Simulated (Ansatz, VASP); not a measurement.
# Cross-check of Sn between VASP and Ansatz, part 2 of 5

Aim: how closely do two programs agree when they are given the same cell, functional and k mesh? The structure shown is the start of the Ansatz relaxation below; VASP solves that cell, so the two are compared at the walk's first step.

VASP 6.6.1 and Ansatz 0.2.0.

So far: Starting point; Ansatz: relaxation, PBEsol.

### 3. VASP: single point, PBEsol, start cell, pair 1

Level of this step: PBEsol; plane waves and PAW (Sn_d) (VASP).

The same cell, functional, mesh and smearing now go to VASP, with its own data sets.

Lines of VASP's logs that name or quote its potential files are left out, and so is its time.

Contents of INCAR:

```
SYSTEM = Sn
PREC = Accurate
ENCUT = 400
EDIFF = 1E-06
NELM = 120
ISMEAR = 0
SIGMA = 0.015
LREAL = .FALSE.
ALGO = Normal
GGA = PS
NBANDS = 20
LORBIT = 11
LWAVE = .FALSE.
LCHARG = .FALSE.
ISIF = 2
ISYM = 2
LASPH = .TRUE.
GGA_COMPAT = .FALSE.
KPAR = 2
```

Contents of POSCAR:

```
Sn
1.0
    0.0902280000      3.2618050000      3.2618050000
    3.2618050000      0.0902280000      3.2618050000
    3.2618050000      3.2618050000      0.0902280000
Sn
2
Direct
    0.5017340915      0.5017340915      0.5017340915
    0.7482661353      0.7482661353      0.7482661353
```

Contents of KPOINTS:

```
Points of the shifted mesh
1728
Reciprocal
 0.0416666667  0.0416666667  0.0416666667 1
 0.0416666667  0.0416666667  0.1250000000 1
 0.0416666667  0.0416666667  0.2083333333 1
 0.0416666667  0.0416666667  0.2916666667 1
 0.0416666667  0.0416666667  0.3750000000 1
 0.0416666667  0.0416666667  0.4583333333 1
 0.0416666667  0.0416666667  0.5416666667 1
 0.0416666667  0.0416666667  0.6250000000 1
 0.0416666667  0.0416666667  0.7083333333 1
 0.0416666667  0.0416666667  0.7916666667 1
 0.0416666667  0.0416666667  0.8750000000 1
 0.0416666667  0.0416666667  0.9583333333 1
 0.0416666667  0.1250000000  0.0416666667 1
 0.0416666667  0.1250000000  0.1250000000 1
 0.0416666667  0.1250000000  0.2083333333 1
 0.0416666667  0.1250000000  0.2916666667 1
 0.0416666667  0.1250000000  0.3750000000 1
 0.0416666667  0.1250000000  0.4583333333 1
 0.0416666667  0.1250000000  0.5416666667 1
 0.0416666667  0.1250000000  0.6250000000 1
 0.0416666667  0.1250000000  0.7083333333 1
 0.0416666667  0.1250000000  0.7916666667 1
 0.0416666667  0.1250000000  0.8750000000 1
 0.0416666667  0.1250000000  0.9583333333 1
 0.0416666667  0.2083333333  0.0416666667 1
 0.0416666667  0.2083333333  0.1250000000 1
 0.0416666667  0.2083333333  0.2083333333 1
 0.0416666667  0.2083333333  0.2916666667 1
 0.0416666667  0.2083333333  0.3750000000 1
 0.0416666667  0.2083333333  0.4583333333 1
 0.0416666667  0.2083333333  0.5416666667 1
 0.0416666667  0.2083333333  0.6250000000 1
 0.0416666667  0.2083333333  0.7083333333 1
 0.0416666667  0.2083333333  0.7916666667 1
 0.0416666667  0.2083333333  0.8750000000 1
 0.0416666667  0.2083333333  0.9583333333 1
 0.0416666667  0.2916666667  0.0416666667 1
 0.0416666667  0.2916666667  0.1250000000 1
 0.0416666667  0.2916666667  0.2083333333 1
 0.0416666667  0.2916666667  0.2916666667 1
 0.0416666667  0.2916666667  0.3750000000 1
 0.0416666667  0.2916666667  0.4583333333 1
 0.0416666667  0.2916666667  0.5416666667 1
 0.0416666667  0.2916666667  0.6250000000 1
 0.0416666667  0.2916666667  0.7083333333 1
 0.0416666667  0.2916666667  0.7916666667 1
 0.0416666667  0.2916666667  0.8750000000 1
 0.0416666667  0.2916666667  0.9583333333 1
 0.0416666667  0.3750000000  0.0416666667 1
 0.0416666667  0.3750000000  0.1250000000 1
 0.0416666667  0.3750000000  0.2083333333 1
 0.0416666667  0.3750000000  0.2916666667 1
 0.0416666667  0.3750000000  0.3750000000 1
 0.0416666667  0.3750000000  0.4583333333 1
 0.0416666667  0.3750000000  0.5416666667 1
 0.0416666667  0.3750000000  0.6250000000 1
 0.0416666667  0.3750000000  0.7083333333 1
 0.0416666667  0.3750000000  0.7916666667 1
 0.0416666667  0.3750000000  0.8750000000 1
 0.0416666667  0.3750000000  0.9583333333 1
 0.0416666667  0.4583333333  0.0416666667 1
 0.0416666667  0.4583333333  0.1250000000 1
 0.0416666667  0.4583333333  0.2083333333 1
 0.0416666667  0.4583333333  0.2916666667 1
 0.0416666667  0.4583333333  0.3750000000 1
 0.0416666667  0.4583333333  0.4583333333 1
 0.0416666667  0.4583333333  0.5416666667 1
 0.0416666667  0.4583333333  0.6250000000 1
 0.0416666667  0.4583333333  0.7083333333 1
 0.0416666667  0.4583333333  0.7916666667 1
 0.0416666667  0.4583333333  0.8750000000 1
 0.0416666667  0.4583333333  0.9583333333 1
 0.0416666667  0.5416666667  0.0416666667 1
 0.0416666667  0.5416666667  0.1250000000 1
 0.0416666667  0.5416666667  0.2083333333 1
 0.0416666667  0.5416666667  0.2916666667 1
 0.0416666667  0.5416666667  0.3750000000 1
 0.0416666667  0.5416666667  0.4583333333 1
 0.0416666667  0.5416666667  0.5416666667 1
 0.0416666667  0.5416666667  0.6250000000 1
 0.0416666667  0.5416666667  0.7083333333 1
 0.0416666667  0.5416666667  0.7916666667 1
 0.0416666667  0.5416666667  0.8750000000 1
 0.0416666667  0.5416666667  0.9583333333 1
 0.0416666667  0.6250000000  0.0416666667 1
 0.0416666667  0.6250000000  0.1250000000 1
 0.0416666667  0.6250000000  0.2083333333 1
 0.0416666667  0.6250000000  0.2916666667 1
 0.0416666667  0.6250000000  0.3750000000 1
 0.0416666667  0.6250000000  0.4583333333 1
 0.0416666667  0.6250000000  0.5416666667 1
 0.0416666667  0.6250000000  0.6250000000 1
 0.0416666667  0.6250000000  0.7083333333 1
 0.0416666667  0.6250000000  0.7916666667 1
 0.0416666667  0.6250000000  0.8750000000 1
 0.0416666667  0.6250000000  0.9583333333 1
 0.0416666667  0.7083333333  0.0416666667 1
 0.0416666667  0.7083333333  0.1250000000 1
 0.0416666667  0.7083333333  0.2083333333 1
 0.0416666667  0.7083333333  0.2916666667 1
 0.0416666667  0.7083333333  0.3750000000 1
 0.0416666667  0.7083333333  0.4583333333 1
 0.0416666667  0.7083333333  0.5416666667 1
 0.0416666667  0.7083333333  0.6250000000 1
 0.0416666667  0.7083333333  0.7083333333 1
 0.0416666667  0.7083333333  0.7916666667 1
 0.0416666667  0.7083333333  0.8750000000 1
 0.0416666667  0.7083333333  0.9583333333 1
 0.0416666667  0.7916666667  0.0416666667 1
 0.0416666667  0.7916666667  0.1250000000 1
 0.0416666667  0.7916666667  0.2083333333 1
 0.0416666667  0.7916666667  0.2916666667 1
[... 1390 lines left out ...]
 0.8750000000  0.4583333333  0.1250000000 1
 0.8750000000  0.4583333333  0.2083333333 1
 0.8750000000  0.4583333333  0.2916666667 1
 0.8750000000  0.4583333333  0.3750000000 1
 0.8750000000  0.4583333333  0.4583333333 1
 0.8750000000  0.4583333333  0.5416666667 1
 0.8750000000  0.4583333333  0.6250000000 1
 0.8750000000  0.4583333333  0.7083333333 1
 0.8750000000  0.4583333333  0.7916666667 1
 0.8750000000  0.4583333333  0.8750000000 1
 0.8750000000  0.4583333333  0.9583333333 1
 0.8750000000  0.5416666667  0.0416666667 1
 0.8750000000  0.5416666667  0.1250000000 1
 0.8750000000  0.5416666667  0.2083333333 1
 0.8750000000  0.5416666667  0.2916666667 1
 0.8750000000  0.5416666667  0.3750000000 1
 0.8750000000  0.5416666667  0.4583333333 1
 0.8750000000  0.5416666667  0.5416666667 1
 0.8750000000  0.5416666667  0.6250000000 1
 0.8750000000  0.5416666667  0.7083333333 1
 0.8750000000  0.5416666667  0.7916666667 1
 0.8750000000  0.5416666667  0.8750000000 1
 0.8750000000  0.5416666667  0.9583333333 1
 0.8750000000  0.6250000000  0.0416666667 1
 0.8750000000  0.6250000000  0.1250000000 1
 0.8750000000  0.6250000000  0.2083333333 1
 0.8750000000  0.6250000000  0.2916666667 1
 0.8750000000  0.6250000000  0.3750000000 1
 0.8750000000  0.6250000000  0.4583333333 1
 0.8750000000  0.6250000000  0.5416666667 1
 0.8750000000  0.6250000000  0.6250000000 1
 0.8750000000  0.6250000000  0.7083333333 1
 0.8750000000  0.6250000000  0.7916666667 1
 0.8750000000  0.6250000000  0.8750000000 1
 0.8750000000  0.6250000000  0.9583333333 1
 0.8750000000  0.7083333333  0.0416666667 1
 0.8750000000  0.7083333333  0.1250000000 1
 0.8750000000  0.7083333333  0.2083333333 1
 0.8750000000  0.7083333333  0.2916666667 1
 0.8750000000  0.7083333333  0.3750000000 1
 0.8750000000  0.7083333333  0.4583333333 1
 0.8750000000  0.7083333333  0.5416666667 1
 0.8750000000  0.7083333333  0.6250000000 1
 0.8750000000  0.7083333333  0.7083333333 1
 0.8750000000  0.7083333333  0.7916666667 1
 0.8750000000  0.7083333333  0.8750000000 1
 0.8750000000  0.7083333333  0.9583333333 1
 0.8750000000  0.7916666667  0.0416666667 1
 0.8750000000  0.7916666667  0.1250000000 1
 0.8750000000  0.7916666667  0.2083333333 1
 0.8750000000  0.7916666667  0.2916666667 1
 0.8750000000  0.7916666667  0.3750000000 1
 0.8750000000  0.7916666667  0.4583333333 1
 0.8750000000  0.7916666667  0.5416666667 1
 0.8750000000  0.7916666667  0.6250000000 1
 0.8750000000  0.7916666667  0.7083333333 1
 0.8750000000  0.7916666667  0.7916666667 1
 0.8750000000  0.7916666667  0.8750000000 1
 0.8750000000  0.7916666667  0.9583333333 1
 0.8750000000  0.8750000000  0.0416666667 1
 0.8750000000  0.8750000000  0.1250000000 1
 0.8750000000  0.8750000000  0.2083333333 1
 0.8750000000  0.8750000000  0.2916666667 1
 0.8750000000  0.8750000000  0.3750000000 1
 0.8750000000  0.8750000000  0.4583333333 1
 0.8750000000  0.8750000000  0.5416666667 1
 0.8750000000  0.8750000000  0.6250000000 1
 0.8750000000  0.8750000000  0.7083333333 1
 0.8750000000  0.8750000000  0.7916666667 1
 0.8750000000  0.8750000000  0.8750000000 1
 0.8750000000  0.8750000000  0.9583333333 1
 0.8750000000  0.9583333333  0.0416666667 1
 0.8750000000  0.9583333333  0.1250000000 1
 0.8750000000  0.9583333333  0.2083333333 1
 0.8750000000  0.9583333333  0.2916666667 1
 0.8750000000  0.9583333333  0.3750000000 1
 0.8750000000  0.9583333333  0.4583333333 1
 0.8750000000  0.9583333333  0.5416666667 1
 0.8750000000  0.9583333333  0.6250000000 1
 0.8750000000  0.9583333333  0.7083333333 1
 0.8750000000  0.9583333333  0.7916666667 1
 0.8750000000  0.9583333333  0.8750000000 1
 0.8750000000  0.9583333333  0.9583333333 1
 0.9583333333  0.0416666667  0.0416666667 1
 0.9583333333  0.0416666667  0.1250000000 1
 0.9583333333  0.0416666667  0.2083333333 1
 0.9583333333  0.0416666667  0.2916666667 1
 0.9583333333  0.0416666667  0.3750000000 1
 0.9583333333  0.0416666667  0.4583333333 1
 0.9583333333  0.0416666667  0.5416666667 1
 0.9583333333  0.0416666667  0.6250000000 1
 0.9583333333  0.0416666667  0.7083333333 1
 0.9583333333  0.0416666667  0.7916666667 1
 0.9583333333  0.0416666667  0.8750000000 1
 0.9583333333  0.0416666667  0.9583333333 1
 0.9583333333  0.1250000000  0.0416666667 1
 0.9583333333  0.1250000000  0.1250000000 1
 0.9583333333  0.1250000000  0.2083333333 1
 0.9583333333  0.1250000000  0.2916666667 1
 0.9583333333  0.1250000000  0.3750000000 1
 0.9583333333  0.1250000000  0.4583333333 1
 0.9583333333  0.1250000000  0.5416666667 1
 0.9583333333  0.1250000000  0.6250000000 1
 0.9583333333  0.1250000000  0.7083333333 1
 0.9583333333  0.1250000000  0.7916666667 1
 0.9583333333  0.1250000000  0.8750000000 1
 0.9583333333  0.1250000000  0.9583333333 1
 0.9583333333  0.2083333333  0.0416666667 1
 0.9583333333  0.2083333333  0.1250000000 1
 0.9583333333  0.2083333333  0.2083333333 1
 0.9583333333  0.2083333333  0.2916666667 1
 0.9583333333  0.2083333333  0.3750000000 1
 0.9583333333  0.2083333333  0.4583333333 1
 0.9583333333  0.2083333333  0.5416666667 1
 0.9583333333  0.2083333333  0.6250000000 1
 0.9583333333  0.2083333333  0.7083333333 1
 0.9583333333  0.2083333333  0.7916666667 1
 0.9583333333  0.2083333333  0.8750000000 1
 0.9583333333  0.2083333333  0.9583333333 1
 0.9583333333  0.2916666667  0.0416666667 1
 0.9583333333  0.2916666667  0.1250000000 1
 0.9583333333  0.2916666667  0.2083333333 1
 0.9583333333  0.2916666667  0.2916666667 1
 0.9583333333  0.2916666667  0.3750000000 1
 0.9583333333  0.2916666667  0.4583333333 1
 0.9583333333  0.2916666667  0.5416666667 1
 0.9583333333  0.2916666667  0.6250000000 1
 0.9583333333  0.2916666667  0.7083333333 1
 0.9583333333  0.2916666667  0.7916666667 1
 0.9583333333  0.2916666667  0.8750000000 1
 0.9583333333  0.2916666667  0.9583333333 1
 0.9583333333  0.3750000000  0.0416666667 1
 0.9583333333  0.3750000000  0.1250000000 1
 0.9583333333  0.3750000000  0.2083333333 1
 0.9583333333  0.3750000000  0.2916666667 1
 0.9583333333  0.3750000000  0.3750000000 1
 0.9583333333  0.3750000000  0.4583333333 1
 0.9583333333  0.3750000000  0.5416666667 1
 0.9583333333  0.3750000000  0.6250000000 1
 0.9583333333  0.3750000000  0.7083333333 1
 0.9583333333  0.3750000000  0.7916666667 1
 0.9583333333  0.3750000000  0.8750000000 1
 0.9583333333  0.3750000000  0.9583333333 1
 0.9583333333  0.4583333333  0.0416666667 1
 0.9583333333  0.4583333333  0.1250000000 1
 0.9583333333  0.4583333333  0.2083333333 1
 0.9583333333  0.4583333333  0.2916666667 1
 0.9583333333  0.4583333333  0.3750000000 1
 0.9583333333  0.4583333333  0.4583333333 1
 0.9583333333  0.4583333333  0.5416666667 1
 0.9583333333  0.4583333333  0.6250000000 1
 0.9583333333  0.4583333333  0.7083333333 1
 0.9583333333  0.4583333333  0.7916666667 1
 0.9583333333  0.4583333333  0.8750000000 1
 0.9583333333  0.4583333333  0.9583333333 1
 0.9583333333  0.5416666667  0.0416666667 1
 0.9583333333  0.5416666667  0.1250000000 1
 0.9583333333  0.5416666667  0.2083333333 1
 0.9583333333  0.5416666667  0.2916666667 1
 0.9583333333  0.5416666667  0.3750000000 1
 0.9583333333  0.5416666667  0.4583333333 1
 0.9583333333  0.5416666667  0.5416666667 1
 0.9583333333  0.5416666667  0.6250000000 1
 0.9583333333  0.5416666667  0.7083333333 1
 0.9583333333  0.5416666667  0.7916666667 1
 0.9583333333  0.5416666667  0.8750000000 1
 0.9583333333  0.5416666667  0.9583333333 1
 0.9583333333  0.6250000000  0.0416666667 1
 0.9583333333  0.6250000000  0.1250000000 1
 0.9583333333  0.6250000000  0.2083333333 1
 0.9583333333  0.6250000000  0.2916666667 1
 0.9583333333  0.6250000000  0.3750000000 1
 0.9583333333  0.6250000000  0.4583333333 1
 0.9583333333  0.6250000000  0.5416666667 1
 0.9583333333  0.6250000000  0.6250000000 1
 0.9583333333  0.6250000000  0.7083333333 1
 0.9583333333  0.6250000000  0.7916666667 1
 0.9583333333  0.6250000000  0.8750000000 1
 0.9583333333  0.6250000000  0.9583333333 1
 0.9583333333  0.7083333333  0.0416666667 1
 0.9583333333  0.7083333333  0.1250000000 1
 0.9583333333  0.7083333333  0.2083333333 1
 0.9583333333  0.7083333333  0.2916666667 1
 0.9583333333  0.7083333333  0.3750000000 1
 0.9583333333  0.7083333333  0.4583333333 1
 0.9583333333  0.7083333333  0.5416666667 1
 0.9583333333  0.7083333333  0.6250000000 1
 0.9583333333  0.7083333333  0.7083333333 1
 0.9583333333  0.7083333333  0.7916666667 1
 0.9583333333  0.7083333333  0.8750000000 1
 0.9583333333  0.7083333333  0.9583333333 1
 0.9583333333  0.7916666667  0.0416666667 1
 0.9583333333  0.7916666667  0.1250000000 1
 0.9583333333  0.7916666667  0.2083333333 1
 0.9583333333  0.7916666667  0.2916666667 1
 0.9583333333  0.7916666667  0.3750000000 1
 0.9583333333  0.7916666667  0.4583333333 1
 0.9583333333  0.7916666667  0.5416666667 1
 0.9583333333  0.7916666667  0.6250000000 1
 0.9583333333  0.7916666667  0.7083333333 1
 0.9583333333  0.7916666667  0.7916666667 1
 0.9583333333  0.7916666667  0.8750000000 1
 0.9583333333  0.7916666667  0.9583333333 1
 0.9583333333  0.8750000000  0.0416666667 1
 0.9583333333  0.8750000000  0.1250000000 1
 0.9583333333  0.8750000000  0.2083333333 1
 0.9583333333  0.8750000000  0.2916666667 1
 0.9583333333  0.8750000000  0.3750000000 1
 0.9583333333  0.8750000000  0.4583333333 1
 0.9583333333  0.8750000000  0.5416666667 1
 0.9583333333  0.8750000000  0.6250000000 1
 0.9583333333  0.8750000000  0.7083333333 1
 0.9583333333  0.8750000000  0.7916666667 1
 0.9583333333  0.8750000000  0.8750000000 1
 0.9583333333  0.8750000000  0.9583333333 1
 0.9583333333  0.9583333333  0.0416666667 1
 0.9583333333  0.9583333333  0.1250000000 1
 0.9583333333  0.9583333333  0.2083333333 1
 0.9583333333  0.9583333333  0.2916666667 1
 0.9583333333  0.9583333333  0.3750000000 1
 0.9583333333  0.9583333333  0.4583333333 1
 0.9583333333  0.9583333333  0.5416666667 1
 0.9583333333  0.9583333333  0.6250000000 1
 0.9583333333  0.9583333333  0.7083333333 1
 0.9583333333  0.9583333333  0.7916666667 1
 0.9583333333  0.9583333333  0.8750000000 1
 0.9583333333  0.9583333333  0.9583333333 1
```

PAW data sets: Sn_d (PBE family, release 64).

Command:

```
$ mpirun -np 2 vasp_std
```

What it wrote:

```text
[banner, memory and clock lines left out]
running    2 mpi-ranks, on    1 nodes
 distrk:  each k-point on    1 cores,    2 groups
 distr:  one band on    1 cores,    1 groups

 POSCAR found type information on POSCAR Sn
 POSCAR found :  1 types and       2 ions
|                                                                             |
|               ----> ADVICE to this user running VASP <----                  |
|                                                                             |
|     You enforced a specific xc type in the INCAR file but a different       |
|     [... a line on the potential file left out ...]
|     I HOPE YOU KNOW WHAT YOU ARE DOING!                                     |
|                                                                             |

 LDA part: xc-table for (Slater+PW92), standard interpolation
 POSCAR, INCAR and KPOINTS ok, starting setup
 FFT: planning ... GRIDC
 FFT: planning ... GRID_SOFT
 FFT: planning ... GRID
 WAVECAR not read
 entering main loop
       N       E                     dE             d eps       ncg     rms          rms(c)
DAV:   1     0.207446324680E+03    0.20745E+03   -0.13257E+04 69760   0.178E+03
DAV:   2     0.128687349669E+02   -0.19458E+03   -0.19108E+03 69560   0.404E+02
DAV:   3    -0.789205683581E+01   -0.20761E+02   -0.20651E+02 79272   0.135E+02
DAV:   4    -0.851976057425E+01   -0.62770E+00   -0.62745E+00 78284   0.268E+01
DAV:   5    -0.854055839147E+01   -0.20798E-01   -0.20797E-01 92976   0.465E+00    0.342E+00
DAV:   6    -0.846193655622E+01    0.78622E-01   -0.46429E-02 93164   0.279E+00    0.193E+00
DAV:   7    -0.842479126799E+01    0.37145E-01   -0.61919E-02 76344   0.272E+00    0.172E-01
DAV:   8    -0.842577357253E+01   -0.98230E-03   -0.74892E-03 76464   0.102E+00    0.588E-02
DAV:   9    -0.842600549326E+01   -0.23192E-03   -0.35498E-04 85648   0.144E-01    0.154E-02
DAV:  10    -0.842602128990E+01   -0.15797E-04   -0.27205E-05 80212   0.480E-02    0.576E-03
DAV:  11    -0.842602316468E+01   -0.18748E-05   -0.43146E-06 60924   0.160E-02    0.168E-03
DAV:  12    -0.842602306813E+01    0.96545E-07   -0.83201E-07 55888   0.117E-02
   1 F= -.84260231E+01 E0= -.84260083E+01  d E =-.295684E-04
```

[end of part 2 of 5]

[Lines on the potential files, build, host, timing and source positions are cut from VASP's logs without a mark.]

[Logs are printed without paths, hosts, clocks, repeated set-up lines and the standing remarks that a program may print on its own settings, such as how far it seeks lower states.]

[Hosts, paths, dates, database ids (printed as entryN), source tags and the programs' standing remarks are cut or masked in the printed files.]
